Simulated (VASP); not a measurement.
Wanted: the native input for a VASP 6.6.1 run.

| Property | Result |
| --- | --- |
| Task | relaxation of cell and atoms |
| Functional | LDA |
| Potentials or basis | VASP PAW LDA potentials, release 64 (Nb_sv, Si) |
| Cutoff | 600 eV |
| k mesh | 9 × 9 × 6 |
| Occupations | methfessel-paxton, width 0.1 eV |
| Spin | no spin polarisation |
| Further INCAR settings | ALGO = Normal; EDIFF = 1e-07; IBRION = 2; EDIFFG = -0.005; NSW = 90; ISIF = 3 |

The structure of NbSi2 lies in POSCAR:

```
NbSi2                                   
1.0
    4.7436470086     -0.0000000000      0.0000000000
   -2.3718235043      4.1081188160      0.0000000000
    0.0000000000     -0.0000000000      6.5370783874
  Nb              Si            
     3     6
Direct
     0.5000000000000000    0.0000000000000000    0.5000000000000000
     0.5000000000000000    0.5000000000000000    0.8333333332999970
     0.0000000000000000    0.5000000000000000    0.1666666667000030
     0.1596002747616952    0.3192005495233903    0.5000000000000000
     0.8403997252383045    0.1596002747616952    0.8333333332999970
     0.6807994504766094    0.8403997252383048    0.1666666667000030
     0.8403997252383048    0.6807994504766096    0.5000000000000000
     0.1596002747616954    0.8403997252383048    0.8333333332999970
     0.3192005495233905    0.1596002747616952    0.1666666667000030
```

These files were run (other wordings do the same):

INCAR

```
SYSTEM = NbSi2
PREC = Accurate
ENCUT = 600
EDIFF = 1E-7
ISMEAR = 1
SIGMA = 0.1
LREAL = .FALSE.
LASPH = .TRUE.
NELM = 80
ALGO = Normal
ISIF = 3
LWAVE = .FALSE.
LCHARG = .FALSE.
IBRION = 2
NSW = 90
EDIFFG = -0.005
KPAR = 4
```

KPOINTS

```
Automatic mesh
0
G
  9 9 6
  0 0 0
```

Potentials or basis: VASP PAW LDA potentials, release 64 (Nb_sv, Si).

Launch:

```bash
$ cat potpaw_LDA.64/Nb_sv/POTCAR potpaw_LDA.64/Si/POTCAR > POTCAR
$ mpirun -np 4 vasp_std > vasp.out
```

Results of the run:

| Item | Value |
| --- | --- |
| Relaxed volume | 14.16 Å³/atom |
| Relaxed cell | a = 4.745 Å, b = 4.745 Å, c = 6.537 Å, α = 90.00°, β = 90.00°, γ = 120.00° |
| Space group after relaxing (to 0.05 Å) | P6_222 (No. 180) |
| Energy gained by relaxing | 0.0 meV/atom |
| Ionic steps | 3 |
| Pressure after relaxing | 0.0 GPa |
| Largest force after relaxing | 0.005 eV/Å |
| Band gap on the k mesh | none (metal or under the smearing width) |

It took 82 s on 4 MPI ranks on AMD EPYC 9R45 96-Core Processor (Zen 5), with other jobs on the host, peak memory 0.36 GiB a rank.
